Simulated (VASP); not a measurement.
OSZICAR of a VASP run on As (a7):

OSZICAR:
```
       N       E                     dE             d eps       ncg     rms          rms(c)
DAV:   1     0.245859015802E+02    0.24586E+02   -0.37137E+03  2644   0.744E+02
DAV:   2    -0.837367244253E+01   -0.32960E+02   -0.31930E+02  4061   0.111E+02
DAV:   3    -0.933624512951E+01   -0.96257E+00   -0.96137E+00  3019   0.229E+01
DAV:   4    -0.934041769882E+01   -0.41726E-02   -0.41717E-02  3288   0.167E+00
DAV:   5    -0.934042723077E+01   -0.95319E-05   -0.95314E-05  2978   0.720E-02    0.337E+00
DAV:   6    -0.932936247084E+01    0.11065E-01   -0.62834E-03  2901   0.611E-01    0.203E+00
DAV:   7    -0.932415122319E+01    0.52112E-02   -0.13318E-02  2815   0.922E-01    0.860E-02
DAV:   8    -0.932427526311E+01   -0.12404E-03   -0.45745E-04  2718   0.161E-01    0.344E-02
DAV:   9    -0.932432424182E+01   -0.48979E-04   -0.76086E-05  3011   0.686E-02    0.119E-02
DAV:  10    -0.932432405436E+01    0.18746E-06   -0.55747E-06  2976   0.160E-02
   1 F= -.93243241E+01 E0= -.93240293E+01  d E =-.589567E-03
```

Q: Which electronic solver shows in the log?

A: It is blocked Davidson (ALGO = Normal, or the opening steps of other solvers). The INCAR had ALGO = Normal.

Q: Can the final energy be trusted as converged?

A: The calculation finished and met its thresholds. It stopped with EDIFF = 1E-6, NELM = 100 (PBE GGA, plane waves, VASP's PBE PAW potentials (set 64)).

The compound is As in the a7 structure. The cell was not relaxed at this level. The run is one of a series of settings (ISMEAR = 0 against the base run), some of them coarse on purpose.
